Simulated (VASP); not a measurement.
Crystal: TbO.

```
Tb O
1.0
     2.78384    0.00000    0.00000
     0.00000    2.78384    0.00000
     0.00000    0.00000    2.78384
Tb O
1 1
Direct
  0.00000 0.00000 0.00000
  0.50000 0.50000 0.50000
```

The cell comes from a database or a generator and needn't be the stable form of this composition.

Base run:

```yaml
Program: VASP 6.6.1
Functional: r2SCAN
Potentials_or_basis: VASP PAW PBE potentials, release 64 (Tb, O)
Cutoff: 520 eV
k_mesh: 7 × 7 × 7
Occupations: gaussian, width 0.05 eV
Spin: collinear spin, ferromagnetic start
Starting_moments: "[6.0, 0.0] μB"
Hubbard_terms: Tb f U = 3 eV
```

Its results: pressure 42.5 GPa; site moments Tb +5.99; O -0.01 μB.

**Question.** The run is repeated on the same cell with these changes: fixed moment from none to 0 μB. What comes out?

**Answer.** Pressure 45.2 GPa; site moments Tb -0.09; O +0.03 μB.

Caveats: the magnetic or orbital state may not be the lowest; a pressure of tens of GPa on the cell as given is suspect, and the run, the potentials or the cell itself is likely at fault; the PAW data sets were made with another functional, which shifts forces and pressure a little; the moment is held away from its start (some runs); the total moment is fixed, so each spin has its own Fermi level (some runs).
